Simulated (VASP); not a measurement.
Input:

```xyz
2
Lattice="1.3059 -2.2618 0.0000 1.3059 2.2618 0.0000 0.0000 0.0000 4.8112" Properties=species:S:1:pos:R:3 pbc="T T T"
Zn     1.3059     0.7539     1.2028
Zn     1.3059    -0.7539     3.6084
```

Method: PBEsol GGA, VASP's PBE PAW potentials (set 64) (plane waves; VASP 6.6.1). Settings: 500 eV cut-off, 16×16×8 Γ-centred mesh, first-order Methfessel-Paxton smearing of 0.10 eV, potentials Zn.

Question: What does the run give for the energy per atom (σ→0), band gap (on the k-mesh) with the smallest direct gap where there is one?

Answer: 
```
Quantity                                                    Result
------------------------  ----------------------------------------
band gap (on the k-mesh)  none (metal, semimetal or under 0.01 eV)
energy per atom (σ→0)                               -1.592 eV/atom
```

The compound is Zn in the hcp structure. It was relaxed first, which changed the volume by -6 %.
